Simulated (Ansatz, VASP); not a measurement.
This is a calculation of GaSn for Ansatz 0.2.0. 

input.yaml

```yaml
crystal:
  lattice:
    - [0.0, 2.90288142, 3.09821557]
    - [2.72925129, 0.0, 3.09821557]
    - [2.72925129, 2.90288142, 0.0]
  atoms:
    - { symbol: Ga, position: [0.5, 0.5, 0.5] }
    - { symbol: Sn, position: [0.0, 0.0, 0.0] }
hamiltonian:
  xc: revpbe
  pseudopotentials: { kind: paw }
kpoints:
  mp_grid: { grid: [8, 8, 8] }
scf:
  occupations: { method: fermi_dirac, width: 0.05 }
output:
  forces: true
  stress: true
  eigenvalues: true
relax:
  f_tol: 0.01
  max_steps: 40
  cell: { stress_tol: 0.05 }
```

Potentials or basis: Ansatz PAW.

Command:

```console
$ ansatz run input.yaml --threads 2 --pin off --max-ram 5632MiB --backend cpu --events-out ev --progress --plain --runs-dir out
```

Translate it to VASP 6.6.1. Potentials or basis there: PBE PAW files Ga_d, Sn_d, 600 eV.

As run (cutoffs and basis follow the program's own potentials, and thresholds, step limits or extra output files can differ):

File INCAR:

```
PREC = Accurate
ENCUT = 600
EDIFF = 1E-6
ISMEAR = -1
SIGMA = 0.05
LREAL = F
LASPH = T
NELM = 100
ALGO = Normal
ISIF = 3
LWAVE = F
LCHARG = F
GGA = RE
IBRION = 2
NSW = 40
EDIFFG = -0.02
```

File KPOINTS:

```
regular mesh
0
Gamma
  8 8 8
```

File POSCAR:

```
GaSn
1.0
    0.0000000000      2.9028814200      3.0982155700
    2.7292512900      0.0000000000      3.0982155700
    2.7292512900      2.9028814200      0.0000000000
Ga Sn
1 1
Direct
    0.5000000000      0.5000000000      0.5000000000
    0.0000000000      0.0000000000      0.0000000000
```

Potentials or basis: VASP PAW PBE potentials, release 64 (Ga_d, Sn_d).

The run is started by

```console
$ cat potpaw_PBE.64/Ga_d/POTCAR potpaw_PBE.64/Sn_d/POTCAR > POTCAR
$ mpirun -np 1 vasp_std > vasp.out
```

Both were run:

|  | Ansatz | VASP |
| --- | --- | --- |
| Relaxed volume | 25.05 Å³/atom | 25.12 Å³/atom |
| Relaxed cell | a = 4.138 Å, b = 4.138 Å, c = 4.138 Å, α = 60.00°, β = 59.99°, γ = 60.01° | a = 4.140 Å, b = 4.143 Å, c = 4.143 Å, α = 59.96°, β = 60.02°, γ = 60.02° |
| Space group after relaxing | Fm-3m (No. 225) | Fm-3m (No. 225) |
| Pressure after relaxing | 0.0 GPa | 0.0 GPa |

Ansatz's pressure holds a Pulay term of +0.04 GPa for its cutoff of 420 eV, which the other run lacks.

Ansatz's potentials were made for PBE. VASP's potentials were made for PBE.

Where Ansatz's input types no cutoff or centring, it takes its own default and a Γ-centred mesh.

Pressure is positive in compression.
